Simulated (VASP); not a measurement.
A cell of LiF (rock salt) near equilibrium:

```xyz
2
Lattice="0.0000 2.0277 2.0277 2.0277 0.0000 2.0277 2.0277 2.0277 0.0000" Properties=species:S:1:pos:R:3 pbc="T T T"
Li     0.0000     0.0000     0.0000
F      2.0277     2.0277     2.0277
```

Method: PBE GGA, VASP's PBE PAW potentials (set 64) (plane waves; VASP 6.6.1).

```json
[
 {"run": "as it is", "ΔE (meV/atom)": "0.0", "σxx": "-0.14", "σyy": "-0.14", "σzz": "-0.14", "largest shear component, with its sign (GPa)": "0.00", "gap (eV)": "8.91"},
 {"run": "after one change", "ΔE (meV/atom)": "4.1", "σxx": "-3.75", "σyy": "-3.75", "σzz": "-3.75", "largest shear component, with its sign (GPa)": "0.00", "gap (eV)": "8.41"}
]
```
Stress is in GPa, positive when the cell is compressed; gaps are those on the k-mesh, and 0.00 means metallic.

Question: Name the change that produced these shifts.
A) isotropic strain of +2.0 %
B) isotropic strain of -3.0 %
C) shear strain γ_xz = +4.0 %
D) shear strain γ_xz = +1.5 %

Answer: A, isotropic strain of +2.0 %

The compound is LiF in the rock salt structure.
